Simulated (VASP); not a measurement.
Given:

```
As
1.0
    3.58870    -1.91718     0.00000
    3.58870     1.91718     0.00000
    2.65228     0.00000     3.17861
As
2
Cartesian
  2.23134   0.00000   0.72154
  7.63186   0.00000   2.45706
```

These are PBE GGA, VASP's PBE PAW potentials (set 64) (plane waves; VASP) values and carry that method's errors. Settings: 400 eV cut-off, 10×10×10 Γ-centred mesh, second-order Methfessel-Paxton smearing of 0.020 eV, potentials As.

Q: Give the force on each atom (eV/Å).

A: 
| atom | Fx | Fy | Fz |
|---|---|---|---|
| As1 | 0.609 | 0.000 | -0.071 |
| As2 | -0.609 | 0.000 | 0.071 |

Q: Give the stress tensor in GPa (positive for a compressed cell).

A: 
```
 4.59   0.00  -1.71
 0.00   0.81   0.00
-1.71   0.00   1.72
```
The pressure is its mean diagonal, 2.38 GPa.

The compound is As in the a7 structure. The cell was not relaxed at this level. The run is one of a series of settings (ISMEAR = 2, SIGMA = 0.02 against the base run), some of them coarse on purpose.
